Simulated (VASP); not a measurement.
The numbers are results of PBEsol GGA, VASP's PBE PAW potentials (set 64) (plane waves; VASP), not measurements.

The input files of a VASP run:

KPOINTS:
```
Regular mesh
0
Gamma
 6 6 6
```

**INCAR**
```
ALGO=Normal
EDIFF=1E-7
ENCUT=520
GGA=PS
ISIF=2
ISMEAR=-5
LASPH=T
LCHARG=T
LEFG=T
LMAXMIX=4
LORBIT=11
LREAL=F
LWAVE=F
NEDOS=601
NELM=100
PREC=Accurate
SYSTEM=TiO2
```

POSCAR:
```
TiO2
3.2497950
 -0.9057235594   0.9999999381   0.9998472069
  0.9057235594  -0.9999999381   0.9998472069
  0.9057235594   0.9999999381  -0.9998472069
Ti O
4 8
Cart
  0.9057235594   0.4999999691   0.5034639366
  0.0000000000   0.4999999691   0.4963832703
  0.4528617797   0.4999999691  -0.4999236034
  0.4528617797  -0.4999999691   0.4999236034
  0.4536027840   0.4999999691   0.1088162799
  0.4521207754   0.4999999691   0.8910309270
  1.3578443348   0.4999999691   0.1088162799
 -0.4521207754   0.4999999691   0.8910309270
  0.9057235593   0.8910628374  -0.5005241542
  0.0000000001   0.1089371008   1.5003713611
  0.0000000000   1.1089370390   0.4993230526
  0.9057235594  -0.1089371009   0.5005241543
```

POTCAR, in this order: Ti_sv O (PBE.64 set). Program: vasp_std.

Output of the run:

File OSZICAR:
```
       N       E                     dE             d eps       ncg     rms          rms(c)
DAV:   1     0.152700792494E+04    0.15270E+04   -0.48450E+04  5332   0.202E+03
DAV:   2     0.182414179787E+03   -0.13446E+04   -0.12873E+04  5318   0.624E+02
DAV:   3    -0.120823522606E+03   -0.30324E+03   -0.29529E+03  6804   0.251E+02
DAV:   4    -0.143918517981E+03   -0.23095E+02   -0.23034E+02  7672   0.761E+01
DAV:   5    -0.145184020173E+03   -0.12655E+01   -0.12650E+01  7969   0.145E+01    0.460E+01
DAV:   6    -0.113299135223E+03    0.31885E+02   -0.21531E+02  7356   0.101E+02    0.180E+01
DAV:   7    -0.112520877190E+03    0.77826E+00   -0.30821E+01  7232   0.310E+01    0.113E+01
DAV:   8    -0.112585830355E+03   -0.64953E-01   -0.82689E+00  7124   0.195E+01    0.604E+00
DAV:   9    -0.112194222311E+03    0.39161E+00   -0.38171E+00  7340   0.125E+01    0.181E+00
DAV:  10    -0.112199580999E+03   -0.53587E-02   -0.27599E-01  6875   0.294E+00    0.398E-01
DAV:  11    -0.112197712011E+03    0.18690E-02   -0.20098E-02  6743   0.777E-01    0.128E-01
DAV:  12    -0.112197948592E+03   -0.23658E-03   -0.15034E-03  7558   0.234E-01    0.101E-01
DAV:  13    -0.112197851725E+03    0.96866E-04   -0.44042E-04  6968   0.142E-01    0.608E-02
DAV:  14    -0.112197827157E+03    0.24569E-04   -0.15433E-04  7430   0.844E-02    0.739E-03
DAV:  15    -0.112197828599E+03   -0.14421E-05   -0.11971E-05  7416   0.188E-02    0.445E-03
DAV:  16    -0.112197828582E+03    0.16782E-07   -0.17214E-06  6823   0.610E-03    0.284E-03
DAV:  17    -0.112197828716E+03   -0.13448E-06   -0.47213E-07  5608   0.471E-03    0.124E-03
DAV:  18    -0.112197828744E+03   -0.27519E-07   -0.11646E-07  4047   0.287E-03
   1 F= -.11219783E+03 E0= -.11219783E+03  d E =0.000000E+00
```

OUTCAR:
```
------------------------ aborting loop because EDIFF is reached ----------------------------------------
  FORCE on cell =-STRESS in cart. coord.  units (eV):
  Direction    XX          YY          ZZ          XY          YZ          ZX
  --------------------------------------------------------------------------------------
  Total       -0.1825205     -0.1547010     -0.0931817      0.0000000      0.0000000      0.0000000
  in kB       -2.3521497     -1.9936389     -1.2008376      0.0000000      0.0000000      0.0000000
  external PRESSURE =      -1.8488754 kB  Pullay stress =       0.0000000 kB
  volume of cell :      124.32
      direct lattice vectors                 reciprocal lattice vectors
    -2.943415895  3.249794799  3.249298454     0.000000000  0.153855868  0.153879370
     2.943415895 -3.249794799  3.249298454     0.169870660  0.000000000  0.153879370
     2.943415895  3.249794799 -3.249298454     0.169870660  0.153855868  0.000000000
 POSITION                                       TOTAL-FORCE (eV/Angst)
 -----------------------------------------------------------------------------------
      2.94342      1.62490      1.63615         0.000000     -0.000000     -0.016285
      0.00000      1.62490      1.61314         0.000000      0.000000      0.016285
      1.47171      1.62490     -1.62465         0.000000      0.000000      0.000000
      1.47171     -1.62490      1.62465         0.000000      0.000000      0.000000
      1.47412      1.62490      0.35363        -0.003795      0.000000     -0.001377
      1.46930      1.62490      2.89567         0.003795      0.000000      0.001377
      4.41272      1.62490      0.35363         0.003795      0.000000     -0.001377
     -1.46930      1.62490      2.89567        -0.003795      0.000000      0.001377
      2.94342      2.89577     -1.62660         0.000000      0.014412     -0.001150
      0.00000      0.35402      4.87590        -0.000000     -0.014412      0.001150
      0.00000      3.60382      1.62270         0.000000     -0.014412     -0.001150
      2.94342     -0.35402      1.62660        -0.000000      0.014412      0.001150
 -----------------------------------------------------------------------------------
    total drift:                               -0.000000      0.000000      0.000000
  FREE ENERGIE OF THE ION-ELECTRON SYSTEM (eV)
  ---------------------------------------------------
  free  energy   TOTEN  =      -112.1978287439 eV

  energy  without entropy=     -112.1978287439  energy(sigma->0) =     -112.19782874

 total charge

# of ion       s       p       d       tot
------------------------------------------
    1        2.226   6.310   1.736  10.272
    2        2.226   6.310   1.736  10.272
    3        2.226   6.310   1.736  10.272
    4        2.226   6.310   1.736  10.272
    5        1.568   3.484   0.000   5.052
    6        1.568   3.484   0.000   5.052
    7        1.568   3.484   0.000   5.052
    8        1.568   3.484   0.000   5.052
    9        1.568   3.484   0.000   5.052
   10        1.568   3.484   0.000   5.052
   11        1.568   3.484   0.000   5.052
   12        1.568   3.484   0.000   5.052
--------------------------------------------------
tot         21.447  53.113   6.944  81.505

 Electric field gradients after diagonalization (V/A^2)
 (convention: |V_zz| > |V_xx| > |V_yy|)
----------------------------------------------------------------------
 ion       V_xx      V_yy      V_zz     asymmetry (V_yy - V_xx)/ V_zz
----------------------------------------------------------------------
   1      15.803     4.678   -20.480       0.543
   2      15.803     4.678   -20.480       0.543
   3      15.605     4.728   -20.333       0.535
   4      15.605     4.728   -20.333       0.535
   5     -19.681    -2.155    21.836       0.803
   6     -19.681    -2.155    21.836       0.803
   7     -19.681    -2.155    21.836       0.803
   8     -19.681    -2.155    21.836       0.803
   9     -19.722    -2.156    21.878       0.803
  10     -19.722    -2.156    21.878       0.803
  11     -19.722    -2.156    21.878       0.803
  12     -19.722    -2.156    21.878       0.803
```
(Selected blocks of OUTCAR.)

The structure comes from a computed database's TiO2 entry (Imma); how it stands against other phases isn't given here. It was relaxed first.
